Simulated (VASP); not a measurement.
An input for Ansatz (written as the equivalent of a VASP run, and not itself run):

Ansatz 0.2 input:
```yaml
crystal:
  lattice:
    - [3.7568088, 0.0000000, 0.0000000]
    - [0.0000000, 3.6473872, 0.0000000]
    - [0.0000000, 0.0000000, 3.7568088]
  atoms:
    - { symbol: La, position: [0.0000000, 0.0000000, 0.0000000] }
    - { symbol: P, position: [0.5000000, 0.5000000, 0.5000000] }
kpoints:
  mp_grid: { grid: [10, 10, 10] }
hamiltonian:
  xc: r2scan
  pseudopotentials: { kind: paw }
scf:
  occupations: { method: methfessel_paxton, width: 0.1 }
  max_iter: 100
output: { forces: true, stress: true, eigenvalues: true }
```

Problem. Write the VASP files for the same calculation (r2SCAN).

Solution. One answer among several that fit: 
**POSCAR**
```
LaP
1
    3.7568088291     0.0000000000     0.0000000000
    0.0000000000     3.6473872127     0.0000000000
    0.0000000000     0.0000000000     3.7568088291
La P
1 1
Direct
  0.0000000000   0.0000000000   0.0000000000
  0.5000000000   0.5000000000   0.5000000000
```

File KPOINTS:
```
Automatic mesh
0
Gamma
10 10 10
0 0 0
```

### INCAR
```
ISIF  =  2   ! forces and stress, cell fixed
ENCUT  =  480   ! plane-wave cut-off (eV)
NELM  =  100   ! most electronic steps
LWAVE  =  .FALSE.
LREAL  =  .FALSE.   ! projection in real space or not
LMIXTAU  =  .TRUE.
ALGO  =  Normal   ! blocked Davidson
METAGGA  =  R2SCAN
LMAXMIX  =  6   ! l cut-off of mixed one-centre charges
ISMEAR  =  1
SYSTEM  =  LaP
EDIFF  =  1E-7   ! SCF stop (eV)
PREC  =  Accurate
LASPH  =  .TRUE.   ! aspherical one-centre terms
SIGMA  =  0.1   ! width (eV)
LCHARG  =  .FALSE.
```

POTCAR, in this order: La P (PBE.64 set). Program: vasp_std.

What does not carry over: each code has its own PAW files, so the cut-off isn't converted (ENCUT is set for VASP's; basis.ecutwfc is left out, and Ansatz then takes the one that its files recommend); Ansatz stops its SCF on the density residual and VASP on the energy change (EDIFF).

The structure was generated: LaP was put into the CsCl type (Pm-3m), which need not be its known phase. This cell was strained or had an atom moved on purpose.
